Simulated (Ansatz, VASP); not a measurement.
# Cross-check of SnSe2 between VASP and Ansatz

Aim: how closely do two programs agree when they are given the same cell, functional and k mesh? The cell is taken from a series of runs on this material, whose earlier steps may have relaxed, scaled, displaced or heated it; both programs get it as it stands.

Program: Ansatz 0.2.0. Level of theory: plane waves, with VASP 6.6.1 beside it; relaxation of cell and atoms at LDA and zone-centre phonons at LDA. Results are calculated unless marked as measured.

**1. Set-up**

It takes space group P-3m1 (No. 164, trigonal). The conventional cell has a = 3.800 Å, b = 3.800 Å, c = 5.885 Å, α = 90.00°, β = 90.00°, γ = 120.00°. Nearest to Sn lie 6 Se at 2.70 Å. Se has 3 Sn at 2.70 Å nearest. Farther neighbours and most contacts between anions are not listed.

**2. VASP: relaxation of cell and atoms, LDA**

The relaxed volume is the usual yardstick between codes: in a stiff, nearly cubic crystal its relative difference is about their pressure difference at one cell divided by the bulk modulus.

Lines of VASP's logs that name or quote its potential files are left out, and so is its time.

Contents of INCAR:

```
SYSTEM = SnSe2
PREC = Accurate
ENCUT = 500
EDIFF = 1E-07
NELM = 120
ISMEAR = 0
SIGMA = 0.02
LREAL = .FALSE.
ALGO = Normal
GGA = CA
NBANDS = 19
LORBIT = 11
LWAVE = .FALSE.
LCHARG = .FALSE.
ISIF = 3
IBRION = 2
NSW = 80
EDIFFG = -0.005
LASPH = .TRUE.
GGA_COMPAT = .FALSE.
NELMIN = 4
EFERMI = MIDGAP
KPAR = 2
```

Contents of POSCAR:

```
SnSe2
1.0
    3.8001830000      0.0000000000      0.0000000000
   -1.9000910000      3.2910550000      0.0000000000
    0.0000000000      0.0000000000      5.8847040000
Sn Se
1 2
Direct
    0.0000000000      0.0000000000      0.0000000000
    0.3333332963      0.6666667680      0.2680044740
    0.6666664406      0.3333332320      0.7319955260
```

Contents of KPOINTS:

```
Automatic mesh
0
Gamma
12 12 6
0 0 0
```

PAW data sets: Sn_d and Se (LDA family, release 64).

Launch:

```sh
> mpirun -np 2 vasp_std
```

Numbers of over 12 decimals in the logs are rounded to 6 here.

Output:

```text
[banner, memory and clock lines left out]
running    2 mpi-ranks, on    1 nodes
 distrk:  each k-point on    1 cores,    2 groups
 distr:  one band on    1 cores,    1 groups

 POSCAR found type information on POSCAR SnSe
 POSCAR found :  2 types and       3 ions
 LDA part: xc-table for (Slater(with rela. corr.)+CA(PZ))
 , standard interpolation
 POSCAR, INCAR and KPOINTS ok, starting setup
 FFT: planning ... GRIDC
 FFT: planning ... GRID_SOFT
 FFT: planning ... GRID
 WAVECAR not read
 entering main loop
       N       E                     dE             d eps       ncg     rms          rms(c)
DAV:   1     0.196569459183E+03    0.19657E+03   -0.12132E+04  3871   0.155E+03
DAV:   2     0.783635537801E+01   -0.18873E+03   -0.18288E+03  4085   0.380E+02
DAV:   3    -0.133304501722E+02   -0.21167E+02   -0.20601E+02  4717   0.114E+02
DAV:   4    -0.140635895685E+02   -0.73314E+00   -0.73139E+00  4574   0.219E+01
DAV:   5    -0.140805781829E+02   -0.16989E-01   -0.16987E-01  5184   0.354E+00    0.530E+00
DAV:   6    -0.138285940324E+02    0.25198E+00   -0.49143E-01  5590   0.752E+00    0.338E+00
DAV:   7    -0.137977636624E+02    0.30830E-01   -0.13946E-01  4299   0.233E+00    0.966E-01
DAV:   8    -0.137946496766E+02    0.31140E-02   -0.97289E-03  4876   0.961E-01    0.268E-01
DAV:   9    -0.137944111219E+02    0.23855E-03   -0.11131E-03  4155   0.238E-01    0.788E-02
DAV:  10    -0.137944099793E+02    0.11426E-05   -0.89807E-05  4418   0.630E-02    0.286E-02
DAV:  11    -0.137944117372E+02   -0.17579E-05   -0.10277E-05  4039   0.195E-02    0.462E-03
DAV:  12    -0.137944114927E+02    0.24450E-06   -0.88770E-07  4702   0.636E-03    0.408E-03
DAV:  13    -0.137944115530E+02   -0.60286E-07   -0.24539E-07  4023   0.408E-03
   1 F= -.13794412E+02 E0= -.13794412E+02  d E =-.137944E+02
 curvature:   0.00 expect dE= 0.000E+00 dE for cont linesearch  0.000E+00
 trial: gam= 0.00000 g(F)=  0.413E-04 g(S)=  0.402E-03 ort = 0.000E+00 (trialstep = 0.100E+01)
 search vector abs. value=  0.443E-03
 bond charge predicted
       N       E                     dE             d eps       ncg     rms          rms(c)
DAV:   1    -0.137978499618E+02   -0.34385E-02   -0.78296E-02  4873   0.416E+00    0.326E-01
DAV:   2    -0.137952117247E+02    0.26382E-02   -0.47124E-03  4972   0.111E+00    0.146E-01
DAV:   3    -0.137944740011E+02    0.73772E-03   -0.21011E-03  4954   0.674E-01    0.283E-02
DAV:   4    -0.137944585348E+02    0.15466E-04   -0.95840E-05  3899   0.966E-02    0.155E-02
DAV:   5    -0.137944493752E+02    0.91596E-05   -0.72217E-06  5436   0.242E-02    0.457E-03
DAV:   6    -0.137944488830E+02    0.49221E-06   -0.50882E-07  4386   0.646E-03    0.167E-03
DAV:   7    -0.137944488613E+02    0.21686E-07   -0.38311E-08  2086   0.184E-03
   2 F= -.13794449E+02 E0= -.13794449E+02  d E =-.373083E-04
 trial-energy change:   -0.000037  1 .order   -0.000037   -0.000443    0.000369
 step:   0.5456(harm=  0.5456)  dis= 0.00054  next Energy=   -13.794533 (dE=-0.121E-03)
 bond charge predicted
       N       E                     dE             d eps       ncg     rms          rms(c)
DAV:   1    -0.137952382056E+02   -0.78932E-03   -0.16096E-02  4873   0.187E+00    0.149E-01
DAV:   2    -0.137946913238E+02    0.54688E-03   -0.97755E-04  4978   0.510E-01    0.664E-02
DAV:   3    -0.137945394249E+02    0.15190E-03   -0.43101E-04  4945   0.306E-01    0.130E-02
DAV:   4    -0.137945362020E+02    0.32230E-05   -0.19662E-05  3890   0.436E-02    0.712E-03
DAV:   5    -0.137945343195E+02    0.18824E-05   -0.14920E-06  5414   0.110E-02    0.209E-03
DAV:   6    -0.137945342166E+02    0.10291E-06   -0.90496E-08  2272   0.292E-03    0.710E-04
DAV:   7    -0.137945342133E+02    0.32628E-08   -0.21050E-08  1945   0.138E-03
   3 F= -.13794534E+02 E0= -.13794534E+02  d E =-.122660E-03
 curvature:  -0.27 expect dE=-0.570E-06 dE for cont linesearch -0.134E-07
 trial: gam= 0.01525 g(F)=  0.165E-05 g(S)=  0.442E-06 ort =-0.467E-05 (trialstep = 0.909E+00)
 search vector abs. value=  0.205E-05
 reached required accuracy - stopping structural energy minimisation
```

Parts of OUTCAR (step 2):

```text
ion  position               nearest neighbor table
   1  0.000  0.000  0.000-   2 2.70   3 2.70   3 2.70   2 2.70   2 2.70   3 2.70
   2  0.333  0.667  0.268-   1 2.70   1 2.70   1 2.70
   3  0.667  0.333  0.732-   1 2.70   1 2.70   1 2.70

  LATTYP: Found a hexagonal cell.
 ALAT       =     3.8001830000
 C/A-ratio  =     1.5485317418

 Subroutine GETGRP returns: Found 12 space group operations
 (whereof 12 operations were pure point group operations)

The static configuration has the point symmetry D_3d.

 Found    100 irreducible k-points:

   k-points           NKPTS =    100   k-points in BZ     NKDIM =    100   number of bands    NBANDS=     19

   dimension x,y,z NGX =    28 NGY =   28 NGZ =   48
   dimension x,y,z NGXF=    56 NGYF=   56 NGZF=   96

   ENCUT  =  500.0 eV  36.75 Ry    6.06 a.u.   6.93  6.93 10.73*2*pi/ulx,y,z

   NELECT =      26.0000    total number of electrons

 k-points in reciprocal lattice and weights: Automatic mesh
   0.00000000  0.00000000  0.00000000       0.001
   0.08333333 -0.00000000  0.00000000       0.007
   0.16666667  0.00000000  0.00000000       0.007
   0.25000000  0.00000000  0.00000000       0.007
   0.33333333 -0.00000000  0.00000000       0.007
   0.41666667  0.00000000  0.00000000       0.007
   0.50000000  0.00000000  0.00000000       0.003
   0.08333333  0.08333333  0.00000000       0.007
   0.16666667  0.08333333  0.00000000       0.014
[...]
0.33333333  0.25000000  0.50000000       0.014
   0.33333333  0.33333333  0.50000000       0.002

 average (electrostatic) potential at core
       1-101.8685       2 -59.0740       3 -59.0740

 E-fermi :   4.9733

 k-point     1 :       0.0000    0.0000    0.0000
  band No.  band energies     occupation
    ...
      9       4.0326      2.00000
     10       4.0326      2.00000
     11       4.1950      2.00000
     12       4.1950      2.00000
     13       4.7528      2.00000
     14       5.4324      0.00000
     15       7.5851      0.00000
     16       9.2429      0.00000
     17       9.2429      0.00000
     18      12.9009      0.00000
    ...

 k-point     2 :       0.0833   -0.0000    0.0000
  band No.  band energies     occupation
    ...
      9       3.0886      2.00000
     10       3.6396      2.00000
     11       3.8029      2.00000
     12       4.4468      2.00000
     13       4.8549      2.00000
     14       6.1515      0.00000
     15       7.9869      0.00000
     16       8.9583      0.00000
     17       9.3482      0.00000
     18      12.6992      0.00000
    ...

 k-point     3 :       0.1667    0.0000    0.0000
  band No.  band energies     occupation
    ...
      9       1.8655      2.00000
     10       2.9691      2.00000
     11       3.1303      2.00000
     12       4.5850      2.00000
     13       4.7828      2.00000
     14       6.8229      0.00000
     15       8.2357      0.00000
     16       9.2333      0.00000
     17       9.5699      0.00000
     18      11.6553      0.00000
    ...

  Total        0.0029605      0.0029605     -0.0031602      0.0000000     -0.0000000      0.0000000
  in kB        0.0642939      0.0642939     -0.0686301      0.0000000     -0.0000000      0.0000000
  external PRESSURE =       0.0199859 kB  Pullay stress =       0.0000000 kB

  energy-cutoff  :      500.00
  volume of cell :       73.77
      direct lattice vectors                 reciprocal lattice vectors
     3.803145543  0.000000000  0.000000000     0.262940240  0.151808579  0.000000000
    -1.901572271  3.293620637 -0.000000000    -0.000000000  0.303617238  0.000000000
     0.000000000 -0.000000000  5.889660196    -0.000000000  0.000000000  0.169789082

 POSITION                                       TOTAL-FORCE (eV/Angst)
 -----------------------------------------------------------------------------------
      0.00000      0.00000      0.00000         0.000000      0.000000      0.000000
      0.00000      2.19575      1.57900         0.000000     -0.000000     -0.004133
      1.90157      1.09787      4.31066        -0.000000      0.000000      0.004133
 -----------------------------------------------------------------------------------
    total drift:                                0.000361     -0.000000     -0.000000

  FREE ENERGIE OF THE ION-ELECTRON SYSTEM (eV)
  ---------------------------------------------------
  free  energy   TOTEN  =       -13.7945342133 eV

  energy  without entropy=      -13.7945342133  energy(sigma->0) =      -13.79453421

 reached required accuracy - stopping structural energy minimisation

 total charge
# of ion       s       p       d       tot
------------------------------------------
    1        1.084   1.054  10.099  12.237
    2        1.493   2.298   0.030   3.821
    3        1.493   2.298   0.030   3.821
--------------------------------------------------
tot          4.069   5.650  10.160  19.879

[... 3 further parts left out ...]
```

CONTCAR:

```
SnSe2
   1.00000000000000
     3.8031455428924708    0.0000000004500902    0.0000000000000000
    -1.9015722706666562    3.2936206371398074   -0.0000000000000000
     0.0000000000000000   -0.0000000000000000    5.8896601964313442
  Sn              Se
     1     2
Direct
     0.0000000000000000    0.0000000000000000    0.0000000000000000
     0.3333332962999975    0.6666667679999989    0.2680971422171701
     0.6666664405999967    0.3333332320000011    0.7319028577828299
```

The run keeps the 12 symmetry operations of its start, so it cannot find a distortion of lower symmetry.

**3. Ansatz: relaxation of cell and atoms, LDA**

Ansatz runs on its default PAW (the set named soft_2) files.

The same cell, functional (in two slightly different forms), mesh and smearing now go to Ansatz, which takes its cutoff from its data sets.

Contents of input.yaml:

```yaml
crystal:
  lattice:
    - [3.80018277, 0.0, 0.0]
    - [-1.900091385, 3.2910548179, 0.0]
    - [0.0, 0.0, 5.8847036582]
  atoms:
    - { symbol: Sn, position: [0.0, 0.0, 0.0] }
    - { symbol: Se, position: [0.3333333333, 0.6666666667, 0.2680044871] }
    - { symbol: Se, position: [0.6666666667, 0.3333333333, 0.7319955129] }
kpoints:
  mp_grid: { grid: [12, 12, 6] }
hamiltonian:
  xc: lda
scf:
  occupations: { method: gaussian, width: 0.02 }
output:
  forces: true
  stress: true
  eigenvalues: true
  write_density: true
  write_potential: true
  elf: true
  volumetric_format: npy
relax:
  adjacent_minimum: "off"
  f_tol: 0.005
  max_steps: 80
  cell: { stress_tol: 0.05 }
```

Launch:

```sh
> ansatz run input.yaml --threads 8 --pin off --max-ram 14336MiB --backend cpu --events-out ev --progress --plain --runs-dir out
```

Output:

```text
Engine: ansatz 0.2.0, aarch64-unknown-linux-gnu
Pseudopotentials: kind: paw
Pseudopotential: Sn, paw, valence charge 14, recommended cutoff 420 eV (normal), Sn.paw.azcp
Pseudopotential: Se, paw, valence charge 16, recommended cutoff 420 eV (normal), Se.paw.azcp
Functional definition: SPW92
  exchange = slater_x
  correlation = pw_c
Crystal: 3 atoms, lattice volume = 73.598 Å³
Basis set: ecut = 420 eV, 1435 PW (Γ)
Bands: 28, of which v1, the nominal top of the filled ones, is band 23 counted from 1 (22 counted from 0)
Symmetry: 12 space group operations
Space group: P-3m1 (ITA 164), of the structure as read, at distance tolerance 4.2e-5 Å
k-points: 100 of 864
Non-local potential: Sn, projectors of the file, l = 0: 2, l = 1: 2, l = 2: 2, l = 3: 2
Non-local potential: Se, projectors of the file, l = 0: 2, l = 1: 2, l = 2: 3, l = 3: 1
PAW form: soft (Blöchl's): semilocal exchange-correlation on the pseudo side does not see the compensation charge
PAW frozen core: Sn, regenerated for the run's functional, and the local potential with it (the file was generated under x = pbe(κ = 0.804, μ = 0.219515), c = pbe(β = 0.066725))
PAW frozen core: Se, regenerated for the run's functional, and the local potential with it (the file was generated under x = pbe(κ = 0.804, μ = 0.219515), c = pbe(β = 0.066725))
PAW one-centre angular grid: Sn, 590 points (default); XC on 64 Gauss nodes
PAW one-centre angular grid: Se, 590 points (default); XC on 64 Gauss nodes
Initial density: superposition of atomic densities (neutral atoms: chi_scale 0, normalization atom), corrected by the library's trained network
Initial wavefunctions: pseudopotential atomic-orbital guess
Functional: x = slater, c = lda
SCF iter   1: F=—  HF=-16647.036791 eV  |F-HF|=—  |Δ(HF+E_count)|=         —  Δρ=5.45e-3  dr2=9.74e-3  ethr=1.77e-3  ⟨swp⟩=6.9  Hψ=12683  notcnv=0
preconditioner: auto → Resta (q_TF=auto, 2.523 Å⁻¹)  ε∞=2.9  [insulator: Δε(μ)=0.166 eV  Ē_g=16.030 eV  σ=0.020 eV  W_gap=1.00  n_scr=22 (ndim 8)  ℏωp=22.1 eV  f_vac=0.036  D(μ)=0.00/eV (n_scr^D=0)  ε∞_Penn≈2.9]
SCF iter   2: F=—  HF=-16647.031433 eV  |F-HF|=—  |Δ(HF+E_count)|=   5.36e-3  Δρ=2.70e-3  dr2=2.49e-3  ethr=2.12e-5  ⟨swp⟩=2.0  Hψ=5301  notcnv=0  defer=99
SCF iter   3: F=—  HF=-16647.030676 eV  |F-HF|=—  |Δ(HF+E_count)|=   7.56e-4  Δρ=3.82e-4  dr2=1.05e-4  ethr=5.42e-6  ⟨swp⟩=2.0  Hψ=4387  notcnv=0  defer=99
SCF iter   4: F=—  HF=-16647.030657 eV  |F-HF|=—  |Δ(HF+E_count)|=   1.98e-5  Δρ=1.20e-4  dr2=2.07e-5  ethr=2.28e-7  ⟨swp⟩=2.0  Hψ=5001  notcnv=0  defer=99
SCF iter   5: F=—  HF=-16647.030641 eV  |F-HF|=—  |Δ(HF+E_count)|=   1.51e-5  Δρ=2.75e-5  dr2=5.45e-7  ethr=4.49e-8  ⟨swp⟩=2.0  Hψ=5001  notcnv=0  defer=99
SCF iter   6: F=—  HF=-16647.030641 eV  |F-HF|=—  |Δ(HF+E_count)|=   1.50e-7  Δρ=1.28e-5  dr2=1.06e-7  ethr=2.17e-10  ⟨swp⟩=12.4  Hψ=19953  notcnv=0
SCF iter   7: F=-16647.030641 eV  HF=-16647.030641 eV  |F-HF|=2.47e-10  |Δ(HF+E_count)|=   6.03e-9  Δρ=2.27e-6  dr2=4.52e-9  ethr=2.17e-10  ⟨swp⟩=8.0  Hψ=16360  notcnv=0
SCF 1 converged in 7 iterations: F = -16647.030641 eV  dr2 = 4.52e-9
  greatest PAW one-centre occupation: 1.000 electrons in one spin orbital (limit 2), on the Se atom at site 2 (counted from 0), in its partial waves of l = 2
relax step   1: F+E_penalty+E_count = -16647.03064123 eV  Δ(F+E_penalty+E_count) = +0.000e0 eV  max|allowed force component| = 2.744e-3 eV/Å  Δτ_max = 0.0000 Å  P = +0.025 GPa  Ω = 73.598 Å³  (7 SCF iters, dr2 threshold 1.00e-7 eV, accepted)
Initial density: handed on by an earlier stage of this run
Initial wavefunctions: pseudopotential atomic-orbital guess (no wavefunctions were taken with the density)
iter 1 solved again at ethr=1.40e-7 eV; its pass at ethr=3.10e-3 eV (dr2=6.45e-5 eV) is discarded
SCF iter   1: F=—  HF=-16647.030641 eV  |F-HF|=—  |Δ(HF+E_count)|=         —  Δρ=2.36e-6  dr2=4.43e-9  ethr=1.40e-7  ⟨swp⟩=3.0  Hψ=19429  notcnv=0
eigensolver tolerance schedule: the retry pair's looser diagonalisation over-reported the residual by 14569.08 of it (diagonalisation noise at 1.93 of the residual, at the tolerance the schedule requests for it); recorded, not acted on — ethr = c·dr2/N_el stays at c = 1.0e-1
preconditioner: auto → Resta (q_TF=auto, 2.523 Å⁻¹)  ε∞=2.9  [insulator: Δε(μ)=0.156 eV  Ē_g=16.065 eV  σ=0.020 eV  W_gap=1.00  n_scr=22 (ndim 8)  ℏωp=22.1 eV  f_vac=0.034  D(μ)=0.00/eV (n_scr^D=0)  ε∞_Penn≈2.9]
SCF iter   2: F=—  HF=-16647.030641 eV  |F-HF|=—  |Δ(HF+E_count)|=   3.09e-7  Δρ=1.37e-6  dr2=1.78e-9  ethr=9.62e-12  ⟨swp⟩=3.2  Hψ=6610  notcnv=0
SCF iter   3: F=—  HF=-16647.030641 eV  |F-HF|=—  |Δ(HF+E_count)|=  7.53e-10  Δρ=4.52e-7  dr2=2.40e-10  ethr=3.87e-12  ⟨swp⟩=2.3  Hψ=3533  notcnv=0
SCF iter   4: F=-16647.030641 eV  HF=-16647.030641 eV  |F-HF|=3.64e-12  |Δ(HF+E_count)|=  1.16e-10  Δρ=1.51e-7  dr2=1.95e-11  ethr=1.00e-12  ⟨swp⟩=5.0  Hψ=13068  notcnv=0
SCF 2 converged in 4 iterations: F = -16647.030641 eV  dr2 = 1.95e-11
relax step   2: F+E_penalty+E_count = -16647.03064123 eV  Δ(F+E_penalty+E_count) = -1.055e-9 eV  max|allowed force component| = 2.749e-3 eV/Å  Δτ_max = 0.0000 Å  P = +0.025 GPa  Ω = 73.598 Å³  stress off target by 2.63e-2 GPa  SCF on the basis re-selected at this cell (its energy is not comparable with the rows above)  (4 SCF iters)
basis re-selected at this cell: Δ(F+E_penalty+E_count) = -1.055e-9 eV, ΔP = -0.000 GPa vs the last step (what re-selecting the basis moved, of the pressure what is left beyond the Pulay correction that the steps carried, after the strain that the cell walked since its last selection, with what the two solves' SCF thresholds leave and, on support functions, any second-order correction that the steps lacked; it is no m [...]
SCF converged after 4 iterations
Free energy (F): -16647.030641 eV
Harris-Foulkes:  -16647.030641 eV  (|F-HF|=3.64e-12)
Internal energy: -16647.030641 eV  (E = F + TS)
E sigma→0 (E₀):  -16647.030641 eV
Fermi energy:    8.898813 eV
--- Per-component energies (eV) ---
  E_band       = -843.188088
  E_kinetic    = 427.983789
  E_local      = -5743.403756  (includes V_loc(G=0)·N_el)
  E_nonlocal   = -1204.871822
  E_hartree    = 2953.694389
  E_xc         = -585.673010
  E_vxc        = -295.298410  (∫ρ·V_xc dr)
  E_paw        = -7653.129647  (= ΣΔE_a)
  E_vpaw       = 65.014523  (= ΣTr[D̂ρ^β])
  E_aug_tail   = -0.001268  (compensation charges beyond the density's cutoff)
  E_ewald      = -4846.488938
  E_core_change = 4.859623  (= ΣΔE_core)
  E_smearing   = -0.000000  (= −TS)
  E_closure    = 0.000000  (closes the sum)
  Σ components = -16647.030641   (vs F -16647.030641, Δ=0.00e0)
--- Forces (eV/Å), atoms counted from 1 ---
  atom   1  Sn     0.00000000     0.00000000     0.00000000
  atom   2  Se    -0.00000000     0.00000000    -0.00274912
  atom   3  Se    -0.00000000    -0.00000000     0.00274912
  max |Σ_I F_I| component: 9.25e-18 eV/Å
--- Stress (GPa, compression-positive) ---
        0.026303       0.000000       0.000000
        0.000000       0.026303       0.000000
        0.000000       0.000000       0.023306
  P = ⅓ Tr σ = 0.0253 GPa (0.253 kbar)
--- Band table (eV; the first three rows and the last of 100) ---
  k-point 0: bands = [... 19 lower, 7.9643, 8.1266, 8.1266, 8.6764, 9.3505, 11.5239, 13.1869, 13.1869, ... 1 higher]
  k-point 1: bands = [... 19 lower, 7.8823, 7.8823, 8.2375, 8.2375, 10.0866, 11.5323, 13.0663, 13.0663, ... 1 higher]
  k-point 2: bands = [... 19 lower, 7.7995, 7.7995, 8.3803, 8.3803, 10.8129, 11.5033, 12.8401, 12.8401, ... 1 higher]
  k-point 99: bands = [... 19 lower, 4.1444, 4.6241, 8.3604, 8.3604, 11.0116, 12.8044, 12.8044, 14.3085, ... 1 higher]
--- Relaxed structure (1 steps of the walk, 1 accepted, 1 SCFs on fresh bases) ---
  F+E_penalty+E_count = -16647.03064123 eV   max|allowed force component| = 2.749e-3 eV/Å   (the final SCF, on the basis selected at the relaxed cell)
  cell:  # Å, volume = 73.5977 Å³
    - [3.800183, 0.0, 0.0]
    - [-1.900091, 3.291055, 0.0]
    - [0.0, 0.0, 5.8847036582]
  atoms:
    - { symbol: Sn, position: [0.0, 0.0, 0.0] }
    - { symbol: Se, position: [0.333333, 0.666667, 0.2680044871] }
    - { symbol: Se, position: [0.666667, 0.333333, 0.731996] }
```

In the SCF lines HF is the Harris–Foulkes energy and dr2 the Hartree energy of the density residual, in eV; the loop may stop once dr2 is under the threshold and the program's other checks hold. Hψ counts applications of the Hamiltonian.

**4. Differences**

Known differences besides the potentials themselves: the two LDA forms differ slightly; the data sets hold 46 valence electrons in Ansatz (on its default PAW (the set named soft_2) files) and 26 in VASP; the cutoff is 420 eV in Ansatz and 500 eV in VASP; VASP's log shows a relativistic correction to its local exchange, Ansatz's none; Ansatz adds a Pulay correction to the stress that steers its cell, VASP none. Total energies have different zeros and are not compared.

Both answers:

| quantity | Ansatz | VASP | difference |
| --- | --- | --- | --- |
| volume (Å³) | 73.60 | 73.77 | -0.24 % |
| edge a after relaxation, in the typed setting (Å) | 3.800 | 3.803 | -0.08 % |
| edge c after relaxation, in the typed setting (Å) | 5.885 | 5.890 | -0.08 % |

(Part 1 of 2 ends here.)

[Lines on the potential files, build, host, timing and source positions are cut from VASP's logs without a mark.]

[Logs are printed without paths, hosts, clocks, repeated set-up lines and the standing remarks that a program may print on its own settings, such as how far it seeks lower states.]

[Hosts, paths, dates, database ids (printed as entryN), source tags and the programs' standing remarks are cut or masked in the printed files.]
